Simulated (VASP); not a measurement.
# Sb7Mo3 with r2SCAN: from relaxation to properties, part 2 of 5

How well does r2SCAN reproduce what experiment finds for Sb7Mo3? The cell is relaxed first, and properties follow on it. The start is a computed cell from the Materials Project.

VASP 6.6.1; r2SCAN; plane waves and PAW (Sb, Mo_sv).

Still holding for the runs below: The k-mesh is coarse for a metal.

So far: The structure; Full relaxation (r2SCAN). The relaxed cell has a = 9.617 Å (conventional setting).

## Step 2: Full relaxation (r2SCAN) (continued)

The steps of the relaxation:

| step | energy less that of the first step (eV) | largest force (eV/Å) | pressure (GPa) | volume (Å³) |
| --- | --- | --- | --- | --- |
| 1 | 0.0000 | 0.0951 | -0.13 | 445.25 |
| 2 | -0.0013 | 0.0172 | 0.18 | 444.06 |
| 3 | -0.0014 | 0.0274 | 0.11 | 444.32 |
| 4 | -0.0016 | 0.0202 | -0.07 | 444.95 |
| 5 | -0.0017 | 0.0080 | 0.00 | 444.70 |

```
conventional cell, symmetrised  before  after  change
                         a (Å)   9.621  9.617  -0.0 %
                         b (Å)   9.621  9.617  -0.0 %
                         c (Å)   9.621  9.617  -0.0 %
              volume (Å³/atom)   22.26  22.23  -0.1 %
```

The relaxed structure:

```
Sb Mo
1.0
    -4.80842    4.80842    4.80842
     4.80842   -4.80842    4.80842
     4.80842    4.80842   -4.80842
Sb Mo
14 6
Direct
  0.75000 0.25000 0.50000
  0.50000 0.25000 0.75000
  0.50000 0.75000 0.25000
  0.25000 0.50000 0.75000
  0.75000 0.50000 0.25000
  0.25000 0.75000 0.50000
  0.32111 0.32111 0.32111
  0.00000 0.00000 0.32111
  0.32111 0.00000 0.00000
  0.00000 0.32111 0.00000
  0.67889 0.00000 0.00000
  0.00000 0.67889 0.00000
  0.00000 0.00000 0.67889
  0.67889 0.67889 0.67889
  0.34204 0.34204 0.00000
  0.00000 0.34204 0.34204
  0.00000 0.65796 0.65796
  0.65796 0.00000 0.65796
  0.34204 0.00000 0.34204
  0.65796 0.65796 0.00000
```

Numbers from this step:

```
electrons                       : 154
bands                           : 97
irreducible k-points            : 8
symmetry operations             : 48
free energy (TOTEN)             : -516.2855 eV
energy at zero smearing         : -516.2725 eV
Fermi energy                    : 9.295 eV
pressure                        : 0.002796 GPa
metallic                        : yes
SCF cycles over all ionic steps : 49
```

It ends with a largest force of 0.008 eV/Å and a pressure of 0.00 GPa.

## Step 3: Density, ELF and potential (r2SCAN)

The relaxed cell gets a fresh self-consistent run, on a basis set for its own volume, to fix the density and to check the remaining stress.

INCAR reads:

```
SYSTEM = Sb7Mo3
PREC = Accurate
ENCUT = 400
EDIFF = 1E-06
NELM = 100
ISMEAR = 0
SIGMA = 0.05
LREAL = .FALSE.
ALGO = Normal
METAGGA = R2SCAN
LASPH = .TRUE.
NBANDS = 97
LORBIT = 11
LWAVE = .FALSE.
LCHARG = .TRUE.
ISIF = 2
LELF = .TRUE.
LVHAR = .TRUE.
```

POSCAR reads:

```
Sb7Mo3
1.0
   -4.8084192915      4.8084192915      4.8084192915
    4.8084192915     -4.8084192915      4.8084192915
    4.8084192915      4.8084192915     -4.8084192915
Sb Mo
14 6
Direct
    0.7500000000      0.2500000000      0.5000000000
    0.5000000000      0.2500000000      0.7500000000
    0.5000000000      0.7500000000      0.2500000000
    0.2500000000      0.5000000000      0.7500000000
    0.7500000000      0.5000000000      0.2500000000
    0.2500000000      0.7500000000      0.5000000000
    0.3211103280      0.3211103280      0.3211103280
    0.0000000000      0.0000000000      0.3211103280
    0.3211103280      0.0000000000      0.0000000000
    0.0000000000      0.3211103280      0.0000000000
    0.6788896720      0.0000000000      0.0000000000
    0.0000000000      0.6788896720      0.0000000000
    0.0000000000      0.0000000000      0.6788896720
    0.6788896720      0.6788896720      0.6788896720
    0.3420399454      0.3420399454      0.0000000000
    0.0000000000      0.3420399454      0.3420399454
    0.0000000000      0.6579600546      0.6579600546
    0.6579600546      0.0000000000      0.6579600546
    0.3420399454      0.0000000000      0.3420399454
    0.6579600546      0.6579600546      0.0000000000
```

KPOINTS reads:

```
Automatic mesh
0
Gamma
4 4 4
0 0 0
```

PAW data sets: Sb and Mo_sv (PBE family, release 64).

On the command line:

```sh
$ mpirun -np 8 vasp_std
```

The log of the run:

```text
[banner, memory and clock lines left out]
running    8 mpi-ranks, on    1 nodes
 distrk:  each k-point on    8 cores,    1 groups
 distr:  one band on    1 cores,    8 groups

 POSCAR found type information on POSCAR SbMo
 POSCAR found :  2 types and      20 ions
 [... a notice as in an earlier step ...]

 [... a notice as in an earlier step ...]

 [... a notice as in an earlier step ...]

 LDA part: xc-table for (None), standard interpolation
|                                                                             |
|           W    W    AA    RRRRR   N    N  II  N    N   GGGG   !!!           |
|           W    W   A  A   R    R  NN   N  II  NN   N  G    G  !!!           |
|           W    W  A    A  R    R  N N  N  II  N N  N  G       !!!           |
|           W WW W  AAAAAA  RRRRR   N  N N  II  N  N N  G  GGG   !            |
|           WW  WW  A    A  R   R   N   NN  II  N   NN  G    G                |
|           W    W  A    A  R    R  N    N  II  N    N   GGGG   !!!           |
|                                                                             |
|     The number of bands has been changed from the values supplied in        |
|     The orbitals not found in the WAVECAR file will be initialized with     |
|     random numbers, which is usually adequate. For correlated               |
|     calculations, however, you should redo the groundstate calculation.     |
|     I found NBANDS = 97. Now, NBANDS = 104.                                 |
|                                                                             |

 POSCAR, INCAR and KPOINTS ok, starting setup
 FFT: planning ... GRIDC
 FFT: planning ... GRID_SOFT
 FFT: planning ... GRID
 WAVECAR not read
 entering main loop
       N       E                     dE             d eps       ncg     rms          rms(c)
DAV:   1     0.795211501027E+03    0.79521E+03   -0.67158E+04  2032   0.111E+03
DAV:   2    -0.470006653198E+03   -0.12652E+04   -0.12128E+04  2016   0.306E+02
DAV:   3    -0.557056893309E+03   -0.87050E+02   -0.84501E+02  2016   0.765E+01
DAV:   4    -0.559477403948E+03   -0.24205E+01   -0.23885E+01  2088   0.124E+01
DAV:   5    -0.559531136500E+03   -0.53733E-01   -0.53612E-01  2032   0.197E+00    0.339E+01
DAV:   6    -0.516147524185E+03    0.43384E+02   -0.15375E+01  1784   0.167E+01    0.860E+00
DAV:   7    -0.516227303824E+03   -0.79780E-01   -0.55779E-01  2000   0.219E+00    0.457E+00
DAV:   8    -0.516295972153E+03   -0.68668E-01   -0.36312E-01  1968   0.206E+00    0.165E+00
DAV:   9    -0.516285649114E+03    0.10323E-01   -0.13714E-01  2064   0.109E+00    0.679E-01
DAV:  10    -0.516283752190E+03    0.18969E-02   -0.19314E-02  2008   0.382E-01    0.193E-01
DAV:  11    -0.516284555935E+03   -0.80375E-03   -0.18135E-03  2056   0.117E-01    0.116E-01
DAV:  12    -0.516284720699E+03   -0.16476E-03   -0.45462E-04  2112   0.678E-02    0.376E-02
DAV:  13    -0.516284723621E+03   -0.29221E-05   -0.58769E-05  1968   0.254E-02    0.229E-02
DAV:  14    -0.516284724574E+03   -0.95259E-06   -0.13153E-05  2056   0.112E-02    0.507E-03
DAV:  15    -0.516284725433E+03   -0.85892E-06   -0.14506E-06  1104   0.412E-03
   1 F= -.51628473E+03 E0= -.51627170E+03  d E =-.260494E-01
```

Run time: 2.5 min. Hardware: 8 MPI ranks of Intel Xeon 6975P-C (Granite Rapids), shared host; peak memory 1.7 GiB.

From OUTCAR (step 3):

```text
  LATTYP: Found a body centered cubic cell.
 ALAT       =     9.6168385830

The static configuration has the point symmetry O_h .

 Found      8 irreducible k-points:

   k-points           NKPTS =      8   k-points in BZ     NKDIM =      8   number of bands    NBANDS=    104

   ENCUT  =  400.0 eV  29.40 Ry    5.42 a.u.  13.58 13.58 13.58*2*pi/ulx,y,z

   NELECT =     154.0000    total number of electrons

 E-fermi :   9.2946

 k-point     1 :       0.0000    0.0000    0.0000
  band No.  band energies     occupation
    ...
     72       8.5394      2.00000
     73       8.6513      2.00000
     74       8.6513      2.00000
     75       8.6513      2.00000
     76       8.9501      2.00000
     77       9.4820      0.00000
     78       9.4820      0.00000
     79       9.4820      0.00000
     80      10.6885      0.00000
     81      11.0836      0.00000
    ...

 k-point     2 :       0.2500    0.0000    0.0000
  band No.  band energies     occupation
    ...
     75       8.9559      2.00000
     76       9.0233      2.00000
     77       9.0735      2.00000
     78       9.1648      1.99976
     79       9.2819      1.28193
     80      10.8124      0.00000
     81      11.0579      0.00000
     82      11.1237      0.00000
     83      11.3652      0.00000
     84      11.4510      0.00000
    ...

  Total       -0.0040128     -0.0040128     -0.0040128      0.0000000     -0.0000000      0.0000000
  in kB       -0.0144574     -0.0144574     -0.0144574      0.0000000     -0.0000000      0.0000000
  external PRESSURE =      -0.0144574 kB  Pullay stress =       0.0000000 kB

  energy-cutoff  :      400.00
  volume of cell :      444.70
      direct lattice vectors                 reciprocal lattice vectors
    -4.808419291  4.808419291  4.808419291     0.000000000  0.103984276  0.103984276
     4.808419291 -4.808419291  4.808419291     0.103984276  0.000000000  0.103984276
     4.808419291  4.808419291 -4.808419291     0.103984276  0.103984276  0.000000000

 POSITION                                       TOTAL-FORCE (eV/Angst)
 -----------------------------------------------------------------------------------
      0.00000      4.80842      2.40421        -0.000000     -0.000000      0.000000
      2.40421      4.80842      0.00000        -0.000000     -0.000000      0.000000
      2.40421      0.00000      4.80842        -0.000000     -0.000000      0.000000
      4.80842      2.40421      0.00000        -0.000000     -0.000000      0.000000
      0.00000      2.40421      4.80842        -0.000000     -0.000000      0.000000
      4.80842      0.00000      2.40421        -0.000000     -0.000000      0.000000
      1.54403      1.54403      1.54403         0.004731      0.004731      0.004731
      1.54403      1.54403     -1.54403         0.004731      0.004731     -0.004731
     -1.54403      1.54403      1.54403        -0.004731      0.004731      0.004731
      1.54403     -1.54403      1.54403         0.004731     -0.004731      0.004731
     -3.26439      3.26439      3.26439         0.004731     -0.004731     -0.004731
      3.26439     -3.26439      3.26439        -0.004731      0.004731     -0.004731
      3.26439      3.26439     -3.26439        -0.004731     -0.004731      0.004731
      3.26439      3.26439      3.26439        -0.004731     -0.004731     -0.004731
      0.00000      0.00000      3.28934        -0.000000     -0.000000     -0.001389
      3.28934      0.00000      0.00000        -0.001389     -0.000000      0.000000
      6.32750      0.00000      0.00000         0.001389     -0.000000      0.000000
      0.00000      6.32750      0.00000        -0.000000      0.001389      0.000000
      0.00000      3.28934      0.00000        -0.000000     -0.001389      0.000000
      0.00000      0.00000      6.32750        -0.000000     -0.000000      0.001389
 -----------------------------------------------------------------------------------
    total drift:                               -0.000000      0.000000     -0.000000

  FREE ENERGIE OF THE ION-ELECTRON SYSTEM (eV)
  ---------------------------------------------------
  free  energy   TOTEN  =      -516.2847254325 eV

  energy  without entropy=     -516.2586760164  energy(sigma->0) =     -516.27170072

[... 4 parts as in an earlier step ...]

[... 6 further parts left out ...]
```

Numbers from this step:

* SCF cycles: 15
* bands: 104
* free energy (TOTEN): -516.2847 eV
* energy at zero smearing: -516.2717 eV
* pressure: -0.001446 GPa

Valence electrons inside each PAW sphere by angular momentum. Sphere charges, by row:

```
atom  s (e)  p (e)  d (e)  tot (e)
 Sb1  1.125  1.251  0.053    2.429
 Sb2  1.125  1.251  0.053    2.429
 Sb3  1.125  1.251  0.053    2.429
 Sb4  1.125  1.251  0.053    2.429
 Sb5  1.125  1.251  0.053    2.429
 Sb6  1.125  1.251  0.053    2.429
 Sb7  1.135  1.232  0.071    2.438
 Sb8  1.135  1.232  0.071    2.438
 Sb9  1.135  1.232  0.071    2.438
Sb10  1.135  1.232  0.071    2.438
Sb11  1.135  1.232  0.071    2.438
Sb12  1.135  1.232  0.071    2.438
Sb13  1.135  1.232  0.071    2.438
Sb14  1.135  1.232  0.071    2.438
Mo15  2.254  6.148  4.022    12.42
Mo16  2.254  6.148  4.022    12.42
Mo17  2.254  6.148  4.022    12.42
Mo18  2.254  6.148  4.022    12.42
Mo19  2.254  6.148  4.022    12.42
Mo20  2.254  6.148  4.022    12.42
```

Electrostatic potential energy in the ac plane of the conventional cell at fractional y = 0.000, with atoms of Sb and Mo within 0.2 Å of it. With pseudopotentials it is smooth inside the atoms' cores, unlike the true potential.

Ten even steps from '0' (-85 eV) to '9' (3 eV), each cell a mean:
```
999999853235899742247999999
999999975457999864468999999
999999998889999998899999999
999999999999767899999999999
999999999997311589999999999
789999999984000279999999988
457999999985100379999999864
236999999998533699999999742
236999999999888999999999742
457998668999999999876789864
789973114799999998521268988
999961001699999998300038999
999962002699999998400048999
678985335899999999743479986
346999889999999999988899853
135899999999767899999999742
236999999997311589999999853
568999999984000279999999975
899999999995100379999999999
999999999998533699999999999
999999999999888999999999999
999999987678999987789999999
999999964346999753358999999
999999842125899632236999999
```
Columns run along a (9.6 Å; values clipped at the 3rd and 97th percentile), rows up along c (9.6 Å), edges of the conventional cell, whose origin can differ from the input's. Atoms in or near the plane, at fractional coordinates: Sb at (0.50, 0.75), Sb at (0.75, 0.50), Sb at (0.25, 0.50), Sb at (0.50, 0.25), Mo at (0.00, 0.34), Mo at (0.34, 0.00), Mo at (0.66, 0.00), Mo at (0.00, 0.66).

Valence density in the ac plane of the conventional cell at fractional y = 0.000, with atoms of Sb and Mo within 0.2 Å of it. It is the smooth field of the valence electrons, not physical close to the nuclei.

Ten steps, logarithmic in the rise over the least value, from '0' (-0.3 e/Å³) to '9' (7.3 e/Å³), each cell a mean:
```
333334579997544689986443333
333344457875444567765443333
333444444554444445544444333
334444444444444444444444443
444444333444444444333444444
554443333444302444333344445
875443333344423444333334468
996443333344444443333344589
996444444344444444344444589
875444444444444444444444568
554444444444444444444444445
444444114444444444430344444
444444224444444444432344444
665444444444444444444444456
986444444444444444444444579
997444433344444443334444589
986443333344444444333334579
765443333344302444333334457
444444333444423444333344444
444444433444444444434444444
334444444444444444444444433
333344445655444456654444333
333344468986444578875443333
333334579997544689986443333
```
Columns run along a (9.6 Å), rows up along c (9.6 Å), edges of the conventional cell, whose origin can differ from the input's. Atoms in or near the plane, at fractional coordinates: Sb at (0.50, 0.75), Sb at (0.75, 0.50), Sb at (0.25, 0.50), Sb at (0.50, 0.25), Mo at (0.00, 0.34), Mo at (0.34, 0.00), Mo at (0.66, 0.00), Mo at (0.00, 0.66).

ELF in the ac plane of the conventional cell at fractional y = 0.000, with atoms of Sb and Mo within 0.2 Å of it. It is the smooth field of the valence electrons, not physical close to the nuclei.

Ten even steps from '0' (0.01) to '9' (0.82), each cell a mean:
```
000232268786343487774232100
001344336764343257753343210
123455422334566543223454321
234554422478988985323455543
234543222699988998422345542
333332102599867997311233333
863222101479877986200122257
685234321258888873113432377
686368864336788643457874477
864589998644455445789996357
433699889864444357888998424
444788668874454458876788544
434798778864444458887898533
643699998754444346899997435
885479987544666544689995468
586346643247888753245653486
784222211368888984111222278
652222101589867996200123236
223443112699877998411234432
235554322589989997422345543
234455422357888764223455432
112355323443454344422454311
001233257885243368863343100
000122377577344586684222100
```
Columns run along a (9.6 Å), rows up along c (9.6 Å), edges of the conventional cell, whose origin can differ from the input's. Atoms in or near the plane, at fractional coordinates: Sb at (0.50, 0.75), Sb at (0.75, 0.50), Sb at (0.25, 0.50), Sb at (0.50, 0.25), Mo at (0.00, 0.34), Mo at (0.34, 0.00), Mo at (0.66, 0.00), Mo at (0.00, 0.66).

In this run the pressure is 0.00 GPa, small enough to go on.

[end of part 2 of 5]

[Lines on the potential files, build, host, timing and source positions are cut from VASP's logs without a mark.]

[Logs are printed without paths, hosts, clocks, repeated set-up lines and the standing remarks that a program may print on its own settings, such as how far it seeks lower states.]

[Hosts, paths, dates, database ids (printed as entryN), source tags and the programs' standing remarks are cut or masked in the printed files.]

[A measured line is paired with the nearest computed mode of its activity, which favours agreement.]
